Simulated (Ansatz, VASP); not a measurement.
**Cross-check of As between VASP and Ansatz**

Aim: how closely do two programs agree when they are given the same cell, functional and k mesh? Of the first pair: The structure shown is the start of the Ansatz relaxation below; VASP solves that cell, so the two are compared at the walk's first step.

Main program and level: Ansatz 0.2.0; plane waves, with VASP 6.6.1 beside it; PBEsol.

**1. Set-up**

The cell holds 2 atoms: 2 As. Cell: a = 3.448 Å, b = 3.448 Å, c = 26.416 Å, α = 90.0°, β = 90.0°, γ = 120.0°. Vacuum lies along c. The height across the vacuum is the one that the program set for its solve, not the one typed.

**2. Ansatz: relaxation, PBEsol**

Ansatz runs on its default PAW (the set named soft_2) files.

The two programs are compared at the cell with which this relaxation starts, whose forces are those of its first step.

The input, input.yaml:

```yaml
crystal:
  lattice:
    - [3.4478941, 0.0, 0.0]
    - [-1.72394705, 2.9859638802, 0.0]
    - [0.0, 0.0, 17.0]
  atoms:
    - { symbol: As, position: [0.3333333333, 0.6666666667, 0.5] }
    - { symbol: As, position: [0.6666666667, 0.3333333333, 0.5769307] }
  periodic: [true, true, false]
kpoints:
  mp_grid: { grid: [9, 9, 1] }
hamiltonian:
  xc: pbesol
scf:
  occupations: { method: fermi_dirac, width: 0.02 }
relax:
  f_tol: 0.01
  max_steps: 80
  cell: {}
```

Command:

```sh
$ ansatz run input.yaml --threads 12 --pin off --max-ram 27648MiB --backend cpu --events-out ev --progress --plain --runs-dir out
```

Numbers of over 12 decimals in the logs are rounded to 6 here.

Log:

```text
Warning: crystal.periodic: the lattice vector that does not repeat stood 0.000° off the slab's normal, 17.000 Å along it as the deck builds it. The run solves the slab on a vector along the normal, 26.416 Å long, with every atom where it was (on the deck's vector they left 15.69 Å outside them, and the widest stretch free of ions among them is 1.31 Å). A fractional position that the run reports is one of the run's ce [...]
crystal.periodic: the lattice vector that does not repeat stood 0.000° off the slab's normal, 17.000 Å along it as the deck builds it. The run solves the slab on a vector along the normal, 26.416 Å long, with every atom where it was (on the deck's vector they left 15.69 Å outside them, and the widest stretch free of ions among them is 1.31 Å). A fractional position that the run reports is one of the run's cell, which [...]
Engine: ansatz 0.2.0, aarch64-unknown-linux-gnu
Pseudopotentials: kind: paw
Pseudopotential: As, paw, valence charge 15, recommended cutoff 420 eV (normal), As.paw.azcp
Functional definition: PBEsol
  exchange = pbesol_x
  correlation = pbesol_c
Crystal: 2 atoms, lattice volume = 271.957 Å³
Basis set: ecut = 420 eV, 5285 PW (Γ), exchange–correlation on 48×48×360 points (8 copies of the dense FFT grid, shifted against one another)
Bands: 19, of which v1, the nominal top of the filled ones, is band 15 counted from 1 (14 counted from 0)
Symmetry: 12 space group operations
Space group: P-3m1 (ITA 164), of the structure as read, at distance tolerance 6.5e-5 Å
k-points: 12 of 81
Non-local potential: As, projectors of the file, l = 0: 2, l = 1: 2, l = 2: 3, l = 3: 1
PAW form: soft (Blöchl's): semilocal exchange-correlation on the pseudo side does not see the compensation charge
PAW frozen core: As, regenerated for the run's functional, and the local potential with it (the file was generated under x = pbe(κ = 0.804, μ = 0.219515), c = pbe(β = 0.066725))
PAW one-centre angular grid: As, 590 points (default); XC on 64 Gauss nodes
Initial density: superposition of atomic densities (neutral atoms: chi_scale 0, normalization atom), corrected by the library's trained network
Initial wavefunctions: pseudopotential atomic-orbital guess
Functional: x = pbesol(κ = 0.804, μ = 0.123457), c = pbesol(β = 0.046)
SCF iter   1: F=—  HF=-9625.725686 eV  |F-HF|=—  |Δ(HF+E_count)|=         —  Δρ=1.25e-3  dr2=5.08e-3  ethr=1.77e-3  ⟨swp⟩=11.0  Hψ=1592  notcnv=0
preconditioner: auto → none  [insulator: Δε(μ)=1.656 eV  Ē_g=10.092 eV  σ=0.020 eV  W_gap=1.00  n_scr=14 (ndim 8)  ℏωp=7.1 eV  f_vac=0.798  D(μ)=0.00/eV (n_scr^D=0)  ε∞_Penn≈1.5]
SCF iter   2: F=—  HF=-9625.722838 eV  |F-HF|=—  |Δ(HF+E_count)|=   2.85e-3  Δρ=5.60e-4  dr2=7.97e-4  ethr=1.69e-5  ⟨swp⟩=4.4  Hψ=706  notcnv=0
SCF iter   3: F=—  HF=-9625.722898 eV  |F-HF|=—  |Δ(HF+E_count)|=   6.04e-5  Δρ=1.18e-4  dr2=2.52e-5  ethr=2.66e-6  ⟨swp⟩=2.6  Hψ=476  notcnv=0
[...]
SCF iter   2: F=—  HF=-9625.819583 eV  |F-HF|=—  |Δ(HF+E_count)|=   9.06e-3  Δρ=1.22e-3  dr2=2.00e-3  ethr=8.37e-5  ⟨swp⟩=4.2  Hψ=520  notcnv=0
SCF iter   3: F=—  HF=-9625.819494 eV  |F-HF|=—  |Δ(HF+E_count)|=   8.89e-5  Δρ=4.47e-4  dr2=2.24e-4  ethr=6.65e-6  ⟨swp⟩=2.2  Hψ=327  notcnv=0
SCF iter   4: F=—  HF=-9625.819540 eV  |F-HF|=—  |Δ(HF+E_count)|=   4.68e-5  Δρ=7.75e-5  dr2=1.21e-5  ethr=7.47e-7  ⟨swp⟩=4.0  Hψ=472  notcnv=0
SCF iter   5: F=—  HF=-9625.819517 eV  |F-HF|=—  |Δ(HF+E_count)|=   2.30e-5  Δρ=1.84e-5  dr2=3.20e-7  ethr=4.04e-8  ⟨swp⟩=2.9  Hψ=457  notcnv=0
SCF iter   6: F=-9625.819518 eV  HF=-9625.819518 eV  |F-HF|=2.10e-9  |Δ(HF+E_count)|=   1.76e-7  Δρ=3.07e-6  dr2=9.52e-9  ethr=6.67e-10  ⟨swp⟩=6.2  Hψ=934  notcnv=0
SCF 2 converged in 6 iterations: F = -9625.819518 eV  dr2 = 9.52e-9
relax step   2: F+E_penalty+E_count = -9625.81951764 eV  Δ(F+E_penalty+E_count) = -9.665e-2 eV  max|allowed force component| = 4.721e-1 eV/Å  Δτ_max = 0.0678 Å  P = +1.120 N/m  Ω = 276.006 Å³  energy of the carried Pulay correction = -9.889e-5 eV  fix = [c, alpha, beta]  reactions: c +0.000 N/m  (6 SCF iters, dr2 threshold 2.00e-7 eV, accepted)
[...]
relax step   3: F+E_penalty+E_count = -9625.84537888 eV  Δ(F+E_penalty+E_count) = -2.586e-2 eV  max|allowed force component| = 2.406e-2 eV/Å  Δτ_max = 0.0238 Å  P = +0.327 N/m  Ω = 284.510 Å³  energy of the carried Pulay correction = -3.019e-4 eV  fix = [c, alpha, beta]  reactions: c +0.000 N/m  (5 SCF iters, dr2 threshold 2.00e-7 eV, accepted)
[...]
relax step   4: F+E_penalty+E_count = -9625.84648571 eV  Δ(F+E_penalty+E_count) = -1.107e-3 eV  max|allowed force component| = 1.113e-2 eV/Å  Δτ_max = 0.0035 Å  P = +0.050 N/m  Ω = 287.037 Å³  energy of the carried Pulay correction = -3.610e-4 eV  fix = [c, alpha, beta]  reactions: c +0.000 N/m  (4 SCF iters, dr2 threshold 2.00e-7 eV, accepted)
[...]
relax step   5: F+E_penalty+E_count = -9625.84650029 eV  Δ(F+E_penalty+E_count) = -1.458e-5 eV  max|allowed force component| = 6.320e-4 eV/Å  Δτ_max = 0.0001 Å  P = +0.001 N/m  Ω = 287.390 Å³  energy of the carried Pulay correction = -3.692e-4 eV  fix = [c, alpha, beta]  reactions: c +0.000 N/m  (4 SCF iters, dr2 threshold 7.75e-9 eV, accepted)
[...]
relax step   6: F+E_penalty+E_count = -9625.84692254 eV  Δ(F+E_penalty+E_count) = -4.222e-4 eV  max|allowed force component| = 4.754e-4 eV/Å  Δτ_max = 0.0000 Å  P = +0.005 N/m  Ω = 287.390 Å³  fix = [c, alpha, beta]  reactions: c +0.000 N/m  stress off target by 5.17e-3 N/m on what of the cell is left free  SCF on the basis re-selected at this cell (its energy is not comparable with the rows above)  (6 SCF iters)
basis re-selected at this cell: Δ(F+E_penalty+E_count) = -4.222e-4 eV, ΔP = +0.004 N/m vs the last step (what re-selecting the basis moved, of the pressure what is left beyond the Pulay correction that the steps carried, after the strain that the cell walked since its last selection, with what the two solves' SCF thresholds leave and, on support functions, any second-order correction that the steps lacked; it is no m [...]
SCF converged after 6 iterations
Free energy (F): -9625.846923 eV
Harris-Foulkes:  -9625.846923 eV  (|F-HF|=1.71e-9)
Internal energy: -9625.846923 eV  (E = F + TS)
E sigma→0 (E₀):  -9625.846923 eV
Fermi energy:    -4.570612 eV
--- Per-component energies (eV) ---
  E_band       = -916.774313
  E_kinetic    = 204.957965
  E_local      = -45659.200765  (includes V_loc(G=0)·N_el)
  E_nonlocal   = -1336.798520
  E_hartree    = 22783.839855
  E_xc         = -156.719076
  E_vxc        = -157.428849  (∫ρ·V_xc dr)
  E_paw        = -3584.841966  (= ΣΔE_a)
  E_vpaw       = 464.016124  (= ΣTr[D̂ρ^β])
  E_aug_tail   = 0.000014  (compensation charges beyond the density's cutoff)
  E_ewald      = 18120.982713
  E_core_change = 1.932857  (= ΣΔE_core)
  E_smearing   = -0.000000  (= −TS)
  E_closure    = 0.000000  (closes the sum)
  Σ components = -9625.846923   (vs F -9625.846923, Δ=0.00e0)
--- Forces (eV/Å), atoms counted from 1 ---
  atom   1  As     0.00000000    -0.00000000    -0.00047544
  atom   2  As    -0.00000000     0.00000000     0.00047544
  max |Σ_I F_I| component: 5.78e-19 eV/Å
--- 2D stress c σ (N/m, compression-positive) ---
        0.005168      -0.000000       0.000000
       -0.000000       0.005168       0.000000
        0.000000       0.000000       0.000000
  P = ½ c Tr σ = 0.0052 N/m
--- Relaxed structure (5 steps of the walk, 5 accepted, 1 SCFs on fresh bases) ---
  F+E_penalty+E_count = -9625.84692254 eV   max|allowed force component| = 4.754e-4 eV/Å   (the final SCF, on the basis selected at the relaxed cell)
  cell:  # Å, volume = 287.3904 Å³
    - [3.544380, 0, 0]
    - [-1.772190, 3.069523, 0]
    - [0, 0, 26.4156438]
  atoms:
    - { symbol: As, position: [0.333333, 0.666667, 0.320243] }
    - { symbol: As, position: [0.666667, 0.333333, 0.372824] }
```

**3. VASP: single point, PBEsol, start cell, pair 1**

The same cell, functional, mesh and smearing now go to VASP, with its own data sets.

Lines of VASP's logs that name or quote its potential files are left out, and so is its time.

The input, INCAR:

```
SYSTEM = As
PREC = Accurate
ENCUT = 400
EDIFF = 1E-06
NELM = 120
ISMEAR = -1
SIGMA = 0.02
LREAL = .FALSE.
ALGO = Normal
GGA = PS
NBANDS = 11
LORBIT = 11
LWAVE = .FALSE.
LCHARG = .FALSE.
ISIF = 2
LDIPOL = .TRUE.
IDIPOL = 3
DIPOL = 0.5 0.5 0.347
LVHAR = .TRUE.
LASPH = .TRUE.
GGA_COMPAT = .FALSE.
EFERMI = MIDGAP
NELMDL = -8
```

The input, POSCAR:

```
As
1.0
    3.4478940000      0.0000000000      0.0000000000
   -1.7239470000      2.9859640000      0.0000000000
    0.0000000000      0.0000000000     26.4156440000
As
2
Direct
    0.3333331657      0.6666666666      0.3217790185
    0.6666664991      0.3333333332      0.3712883926
```

The input, KPOINTS:

```
Automatic mesh
0
Gamma
9 9 1
0 0 0
```

Potentials, in the order of the species: As (PBE family, release 64).

Command:

```sh
$ mpirun -np 1 vasp_std
```

Log:

```text
[banner, memory and clock lines left out]
running    1 mpi-ranks, on    1 nodes
 distrk:  each k-point on    1 cores,    1 groups
 distr:  one band on    1 cores,    1 groups

 POSCAR found type information on POSCAR As
 POSCAR found :  1 types and       2 ions
|                                                                             |
|               ----> ADVICE to this user running VASP <----                  |
|                                                                             |
|     You enforced a specific xc type in the INCAR file but a different       |
|     [... a line on the potential file left out ...]
|     I HOPE YOU KNOW WHAT YOU ARE DOING!                                     |
|                                                                             |

 LDA part: xc-table for (Slater+PW92), standard interpolation
 POSCAR, INCAR and KPOINTS ok, starting setup
 FFT: planning ... GRIDC
 FFT: planning ... GRID_SOFT
 FFT: planning ... GRID
 WAVECAR not read
 entering main loop
       N       E                     dE             d eps       ncg     rms          rms(c)
DAV:   1     0.601388980846E+02    0.60139E+02   -0.25553E+03   264   0.468E+02
DAV:   2    -0.414704326255E+01   -0.64286E+02   -0.57788E+02   405   0.940E+01
DAV:   3    -0.991414561210E+01   -0.57671E+01   -0.57496E+01   391   0.383E+01
DAV:   4    -0.997253056123E+01   -0.58385E-01   -0.58244E-01   375   0.437E+00
DAV:   5    -0.997315421115E+01   -0.62365E-03   -0.62355E-03   375   0.404E-01
DAV:   6    -0.997317250456E+01   -0.18293E-04   -0.18293E-04   390   0.353E-02
DAV:   7    -0.997317252656E+01   -0.21999E-07   -0.22084E-07   403   0.202E-03
DAV:   8    -0.997317252692E+01   -0.36130E-09   -0.24578E-09   339   0.156E-04    0.406E+00
DAV:   9    -0.989947592258E+01    0.73697E-01   -0.36238E-02   314   0.910E-01    0.241E+00
DAV:  10    -0.986366246298E+01    0.35813E-01   -0.68238E-02   314   0.128E+00    0.130E-01
DAV:  11    -0.986368349543E+01   -0.21032E-04   -0.18022E-03   317   0.225E-01    0.337E-02
DAV:  12    -0.986361538175E+01    0.68114E-04   -0.90596E-05   391   0.554E-02    0.220E-02
DAV:  13    -0.986355811237E+01    0.57269E-04   -0.10139E-04   368   0.391E-02    0.111E-02
DAV:  14    -0.986355849250E+01   -0.38013E-06   -0.13340E-05   379   0.153E-02    0.655E-03
DAV:  15    -0.986369112698E+01   -0.13263E-03   -0.47164E-05   328   0.236E-02    0.360E-03
DAV:  16    -0.986370932344E+01   -0.18196E-04   -0.80144E-07   406   0.471E-03    0.283E-03
DAV:  17    -0.986374231548E+01   -0.32992E-04   -0.32468E-06   345   0.646E-03    0.936E-04
DAV:  18    -0.986374983735E+01   -0.75219E-05   -0.13502E-07   403   0.116E-03    0.873E-04
DAV:  19    -0.986376402863E+01   -0.14191E-04   -0.53977E-07   345   0.201E-03    0.412E-04
DAV:  20    -0.986376935126E+01   -0.53226E-05   -0.14210E-07   356   0.902E-04    0.354E-04
DAV:  21    -0.986377042603E+01   -0.10748E-05   -0.11846E-08   290   0.347E-04    0.133E-04
DAV:  22    -0.986377159046E+01   -0.11644E-05   -0.33846E-08   284   0.376E-04    0.546E-05
DAV:  23    -0.986377166150E+01   -0.71034E-07   -0.58547E-10   267   0.749E-05
   1 F= -.98637717E+01 E0= -.98637717E+01  d E =-.107875E-18
```

[end of part 1 of 2]

[Lines on the potential files, build, host, timing and source positions are cut from VASP's logs without a mark.]

[Logs are printed without paths, hosts, clocks, repeated set-up lines and the standing remarks that a program may print on its own settings, such as how far it seeks lower states.]

[Hosts, paths, dates, database ids (printed as entryN), source tags and the programs' standing remarks are cut or masked in the printed files.]
